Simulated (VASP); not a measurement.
OSZICAR of a VASP run on InP (zinc blende):

**OSZICAR**
```
       N       E                     dE             d eps       ncg     rms          rms(c)
DAV:   1     0.110645365116E+03    0.11065E+03   -0.84894E+03   759   0.148E+03
DAV:   2    -0.535835732786E+00   -0.11118E+03   -0.10792E+03   769   0.325E+02
DAV:   3    -0.856157938753E+01   -0.80257E+01   -0.79714E+01   994   0.907E+01
DAV:   4    -0.878304317320E+01   -0.22146E+00   -0.22132E+00   889   0.171E+01
DAV:   5    -0.879316693014E+01   -0.10124E-01   -0.10123E-01  1103   0.311E+00    0.505E+00
DAV:   6    -0.841991087329E+01    0.37326E+00   -0.74806E-01  1105   0.146E+01    0.312E+00
DAV:   7    -0.839910438335E+01    0.20806E-01   -0.17604E-01  1047   0.341E+00    0.117E+00
DAV:   8    -0.839963957341E+01   -0.53519E-03   -0.14175E-02   960   0.169E+00    0.307E-01
DAV:   9    -0.840044105471E+01   -0.80148E-03   -0.22988E-03   937   0.685E-01    0.184E-01
DAV:  10    -0.840048063161E+01   -0.39577E-04   -0.18706E-04   977   0.116E-01    0.128E-01
DAV:  11    -0.840054409350E+01   -0.63462E-04   -0.50737E-05   859   0.508E-02    0.435E-02
DAV:  12    -0.840055973255E+01   -0.15639E-04   -0.42542E-05   880   0.105E-01    0.199E-02
DAV:  13    -0.840056004559E+01   -0.31304E-06   -0.21626E-06   929   0.140E-02    0.168E-02
DAV:  14    -0.840056039140E+01   -0.34581E-06   -0.97338E-07   819   0.884E-03    0.491E-03
DAV:  15    -0.840056047472E+01   -0.83319E-07   -0.54931E-08   682   0.223E-03
   1 F= -.89783101E+01 E0= -.89783101E+01  d E =-.145259E-07
```

### Question
Which electronic solver shows in the log?

### Answer
It is blocked Davidson (ALGO = Normal, or the opening steps of other solvers). The INCAR had ALGO = Normal.

### Question
Can the final energy be trusted as converged?

### Answer
The run converged. It stopped with EDIFF = 1E-7, NELM = 100 (PBE GGA with D3 dispersion (Becke-Johnson damping), plane waves, VASP's PBE PAW potentials (set 64)).

The compound is InP in the zinc blende structure. This cell is one point of a volume scan, at 1.06 of the reference volume.
